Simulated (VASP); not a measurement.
VASP ran on this input.

KPOINTS:
```
K-points
0
gamma
  8 8 6
0 0 0
```

**INCAR**
```
# general
SYSTEM = CaSi2
PREC   = Accurate
ENCUT  = 400
LREAL  = F   # projection in real space or not
LASPH  = T   # aspherical one-centre terms

# electronic loop
EDIFF  = 1E-6   # SCF stop (eV)
NELM   = 100   # most electronic steps
ALGO   = Normal   # blocked Davidson

# smearing
ISMEAR = 1
SIGMA  = 0.1   # width (eV)

# ions
IBRION = 2   # conjugate gradients
NSW    = 60   # most ionic steps
ISIF   = 3   # ions, shape and volume
EDIFFG = -0.02   # ionic stop

# output
LWAVE  = F
LCHARG = F
```

POSCAR:
```
CaSi2
1
    3.8472493400    -0.0000000000    -0.0000000000
   -1.9236246700     3.3318152573     0.0000000000
    0.0000000000     0.0000000000     4.7168988619
Ca Si
1 2
Direct
  0.0000000000   0.0000000000   0.0000000000
  0.6666670000   0.3333330000   0.5859693874
  0.3333330000   0.6666670000   0.4140306126
```

POTCAR, in this order: Ca_sv Si (LDA.64 set). Program: vasp_std.

### Question
Write an equivalent input for Ansatz.

### Answer
One equivalent input (not run):
Ansatz 0.2 input:
```yaml
crystal:
  lattice:
    - [3.8472493, 0.0000000, 0.0000000]
    - [-1.9236247, 3.3318153, 0.0000000]
    - [0.0000000, 0.0000000, 4.7168989]
  atoms:
    - { symbol: Ca, position: [0.0000000, 0.0000000, 0.0000000] }
    - { symbol: Si, position: [0.6666670, 0.3333330, 0.5859694] }
    - { symbol: Si, position: [0.3333330, 0.6666670, 0.4140306] }
kpoints:
  mp_grid: { grid: [8, 8, 6] }
hamiltonian:
  xc: lda
  pseudopotentials: { kind: paw }
scf:
  occupations: { method: methfessel_paxton, width: 0.1 }
  max_iter: 100
relax:
  max_steps: 60
  f_tol: 0.02
  cell: {}
output: { forces: true, stress: true, eigenvalues: true }
```
What does not carry over: each code has its own PAW files, so the cut-off isn't converted (ENCUT is set for VASP's; basis.ecutwfc is left out, and Ansatz then takes the one that its files recommend); Ansatz stops its SCF on the density residual and VASP on the energy change (EDIFF); Ansatz's lda is the Perdew-Wang form, while the LDA potentials of VASP carry Perdew-Zunger's.

The structure comes from a computed database's CaSi2 entry (P-3m1); how it stands against other phases isn't given here. This run relaxes it. Symmetry was kept, so distortions that lower it aren't found. The start is the result of an earlier pass.
